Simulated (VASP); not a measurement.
VASP input:

POSCAR:
```
Cu2O
1.0
  4.3472880659   0.0000000000   0.0000000000
  0.0000000000   4.3472880659   0.0000000000
  0.0000000000   0.0000000000   4.3472880659
Cu O
4 2
Direct
  0.7500000000   0.2500000000   0.7500000000
  0.2500000000   0.7500000000   0.7500000000
  0.7500000000   0.7500000000   0.2500000000
  0.2500000000   0.2500000000   0.2500000000
  0.0000000000   0.0000000000   0.0000000000
  0.5000000000   0.5000000000   0.5000000000
```

### INCAR
```
ALGO = Normal
EDIFF = 1E-6
EDIFFG = -0.02
ENCUT = 520
GGA = RE
IBRION = 2
ISIF = 3
ISMEAR = 0
LASPH = .True.
LCHARG = .False.
LMAXMIX = 4
LREAL = .False.
LWAVE = .False.
NELM = 100
NSW = 60
PREC = Accurate
SIGMA = 0.05
SYSTEM = Cu2O
```

File KPOINTS:
```
Automatic mesh
0
Gamma
5 5 5
0 0 0
```

POTCAR, in this order: Cu O (PBE.64 set). Program: vasp_std.

Q: Translate this revPBE calculation to Ansatz.

A: One equivalent input (not run):
Ansatz 0.2 input:
```yaml
crystal:
  lattice:
    - [4.3472881, 0.0000000, 0.0000000]
    - [0.0000000, 4.3472881, 0.0000000]
    - [0.0000000, 0.0000000, 4.3472881]
  atoms:
    - { symbol: Cu, position: [0.7500000, 0.2500000, 0.7500000] }
    - { symbol: Cu, position: [0.2500000, 0.7500000, 0.7500000] }
    - { symbol: Cu, position: [0.7500000, 0.7500000, 0.2500000] }
    - { symbol: Cu, position: [0.2500000, 0.2500000, 0.2500000] }
    - { symbol: O, position: [0.0000000, 0.0000000, 0.0000000] }
    - { symbol: O, position: [0.5000000, 0.5000000, 0.5000000] }
kpoints:
  mp_grid: { grid: [5, 5, 5] }
hamiltonian:
  xc: revpbe
  pseudopotentials: { kind: paw }
scf:
  occupations: { method: gaussian, width: 0.05 }
  max_iter: 100
relax:
  max_steps: 60
  f_tol: 0.02
  cell: {}
output: { forces: true, stress: true, eigenvalues: true }
```
The two are equivalent in intent, not identical: each code has its own PAW files, so the cut-off isn't converted (ENCUT is set for VASP's; basis.ecutwfc is left out, and Ansatz then takes the one that its files recommend); Ansatz stops its SCF on the density residual and VASP on the energy change (EDIFF).

The compound is Cu2O in the cuprite structure. It was relaxed first, which changed the volume by +6 %. The start is the result of an earlier pass.
